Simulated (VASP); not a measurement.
Given:

```
C
1.0
    0.00000     1.81917     1.81917
    1.81917     0.00000     1.81917
    1.81917     1.81917     0.00000
C
2
Direct
  0.00000   0.00000   0.00000
  0.25000   0.25000   0.25000
```

Level of theory: PBE GGA, VASP's PBE PAW potentials (set 64) (plane waves; VASP). Numerical set-up: 500 eV cut-off, 11×11×11 Γ-centred mesh, Gaussian smearing of 0.050 eV, potentials C.

Question: Predict the energy per atom (σ→0), pressure.

Answer: 
```yaml
energy per atom (σ→0): -9.072 eV/atom
pressure: -21.15 GPa
```

Only differences to runs with the same potentials and settings are physical.

The compound is C in the diamond structure. The cell was not relaxed at this level. The run is one of a series of settings (ENCUT = 500 against the base run), some of them coarse on purpose.
